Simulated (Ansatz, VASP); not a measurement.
## Two plane-wave programs on ScPt

```
Sc Pt
1.0
     3.22904    0.00000    0.00000
     0.00000    3.22904    0.00000
     0.00000    0.00000    3.22904
Sc Pt
1 1
Direct
  0.50000 0.50000 0.50000
  0.00000 0.00000 0.00000
```

Alike in both runs: task single point; functional LDA; k mesh 14 × 14 × 14; occupations gaussian, width 0.15 eV; no spin polarisation.

|  | VASP | Ansatz |
| --- | --- | --- |
| version | VASP 6.6.1 | Ansatz 0.2.0 |
| potentials or method | VASP PAW LDA potentials, release 64 (Sc_sv, Pt) | scalar-relativistic, plane waves, PAW |
| plane-wave cutoff (eV) | 520 | 520 |
| valence electrons in the cell | 21 | 29 |

VASP gave:

- gap on the k mesh at the Fermi level (eV): none
- pressure (GPa): 0.7

Question: Which values does Ansatz return?

Answer: gap on the k mesh at the Fermi level (eV): none; pressure (GPa): 0.0.

A gap of «none» marks a metal or a gap that the smearing closes. The two sets of potentials don't hold the same shells in valence.

The runs have no spin-orbit coupling, so splittings on Pt are missing.
